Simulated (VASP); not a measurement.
Calculation: PBE GGA, VASP's PBE PAW potentials (set 64) (plane waves; VASP 6.6.1).

Input for VASP

**INCAR**
```
SYSTEM  =  PtSe2
PREC  =  Accurate; ENCUT  =  750; LREAL  =  .FALSE.
LASPH  =  .TRUE.
EDIFF  =  1E-6; NELM  =  100; ALGO  =  Normal
LMAXMIX  =  6
ISMEAR  =  0; SIGMA  =  0.05
GGA  =  PE
ISIF  =  2
LWAVE  =  .FALSE.; LCHARG  =  .FALSE.
```

POSCAR:
```
PtSe2
5.161540
  0.3516754689  -0.6309936569   0.0000000000
  0.3516754689   0.6309936569   0.0000000000
  0.0000000000   0.0000000000   1.0000000000
Pt Se
1 2
direct
  0.0000000000   0.0000000000   0.0000000000
  0.3333330000   0.6666670000   0.2550000000
  0.6865150000   0.3531810000   0.7450000000
```

File KPOINTS:
```
Automatic mesh
0
Gamma
  6 6 4
0 0 0
```

POTCAR, in this order: Pt Se (PBE.64 set). Program: vasp_std.

Unless said otherwise, spin-orbit coupling is left out, though it shifts the bands of the heavy elements here.

Task: What does the run give for the energy per atom (σ→0), pressure, largest force, band gap (on the k-mesh)?

Result: 
```json
{
 "energy per atom (σ→0)": "-4.719 eV/atom",
 "band gap (on the k-mesh)": "none (metal, semimetal or under 0.01 eV)",
 "pressure": "6.21 GPa",
 "largest_force": "0.01386 Ha/bohr"
}
```

### OSZICAR
```
...
DAV:   7    -0.141783555304E+02    0.18988E+00   -0.93355E-01  2336   0.105E+01    0.396E+00
DAV:   8    -0.141603867315E+02    0.17969E-01   -0.61316E-02  2469   0.192E+00    0.860E-01
DAV:   9    -0.141573219133E+02    0.30648E-02   -0.10192E-02  2588   0.111E+00    0.176E-01
DAV:  10    -0.141575007988E+02   -0.17889E-03   -0.12622E-03  2637   0.296E-01    0.462E-02
DAV:  11    -0.141575134379E+02   -0.12639E-04   -0.78659E-05  2868   0.936E-02    0.215E-02
DAV:  12    -0.141575144573E+02   -0.10194E-05   -0.17381E-05  2539   0.374E-02    0.334E-03
DAV:  13    -0.141575149624E+02   -0.50508E-06   -0.84796E-07  2197   0.710E-03
   1 F= -.14157515E+02 E0= -.14156822E+02  d E =-.138602E-02
```

The compound is PtSe2 in the 1T layered structure. The cell was not relaxed at this level, atoms are displaced from their ideal sites. The k-mesh is coarse (spacing up to 0.33 per Å, 2π included), so the numbers may not be converged in it. The run is one of a series of settings (ENCUT = 750 against the base run), some of them coarse on purpose.
